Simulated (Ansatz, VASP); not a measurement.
Ga2PN in VASP and in Ansatz

POSCAR

```
Ga2PN
1.0
    3.3520943031      0.0000000000      0.0000000000
    0.0000000000      3.3520943031      0.0000000000
    0.0000000000      0.0000000000      4.7326784216
N Ga P
1 2 1
Direct
    0.0000000000      0.0000000000      0.0000000000
    0.0000000000      0.0000000000      0.5000000000
    0.5000000000      0.5000000000      0.0000000000
    0.5000000000      0.5000000000      0.5000000000
```

INCAR.step1

```
SYSTEM = Ga2PN
PREC = Accurate ; ENCUT = 520
EDIFF = 1E-5 ; ISMEAR = -1
SIGMA = 0.02 ; LREAL = .FALSE.
LASPH = .TRUE. ; NELM = 100
ALGO = Normal ; ISIF = 2
LWAVE = .TRUE. ; LCHARG = .FALSE.
NBANDS = 26 ; GGA = PE
```

Contents of INCAR.step2:

```
SYSTEM = Ga2PN
PREC = Accurate ; ENCUT = 520
EDIFF = 1E-6 ; ISMEAR = -1
SIGMA = 0.02 ; LREAL = .FALSE.
LASPH = .TRUE. ; NELM = 100
ALGO = Normal ; ISIF = 2
LWAVE = .FALSE. ; LCHARG = .FALSE.
GGA = PE ; LHFCALC = .TRUE.
HFSCREEN = 0.2079 ; PRECFOCK = Normal
NBANDS = 26 ; ISTART = 1
```

File KPOINTS:

```
regular mesh
0
G
  4 4 2
  0 0 0
```

Input for Ansatz:

```yaml
crystal:
  lattice:
    - [3.3520943031, 0.0, 0.0]
    - [0.0, 3.3520943031, 0.0]
    - [0.0, 0.0, 4.7326784216]
  atoms:
    - { symbol: "N", position: [0.0, 0.0, 0.0] }
    - { symbol: Ga, position: [0.0, 0.0, 0.5] }
    - { symbol: P, position: [0.5, 0.5, 0.5] }
    - { symbol: Ga, position: [0.5, 0.5, 0.0] }
kpoints:
  mp_grid: { grid: [4, 4, 2] }
hamiltonian:
  xc: hse06
scf:
  occupations: { method: fermi_dirac, width: 0.02 }
  n_extra_bands: 5
output:
  forces: true
  stress: true
  eigenvalues: true
```

The cell was built by a generator and needn't be a form met in nature.

Alike in both runs: task single point; functional HSE06; k mesh 4 × 4 × 2; occupations fermi-dirac, width 0.02 eV; no spin polarisation.

|  | VASP | Ansatz |
| --- | --- | --- |
| version | VASP 6.6.1 | Ansatz 0.2.0 |
| potentials or method | VASP PAW PBE potentials, release 64 (N, Ga_d, P) | plane waves, PAW |
| plane-wave cutoff (eV) | 520 | 420 |
| valence electrons in the cell | 36 | 36 |

```tsv
	VASP	Ansatz	Ansatz less VASP
pressure (GPa)	0.3	0.3	-0.02
largest component of the traceless stress (GPa)	3.74	3.56	-0.186
```

Ansatz warned: «filled_band_counts_differ_across_k_points».

Caveats: the k mesh is coarse (spacing up to 0.66 Å⁻¹), so the values aren't converged, least of all with exact exchange; the PAW data sets were made with another functional, which shifts forces and pressure a little (VASP).
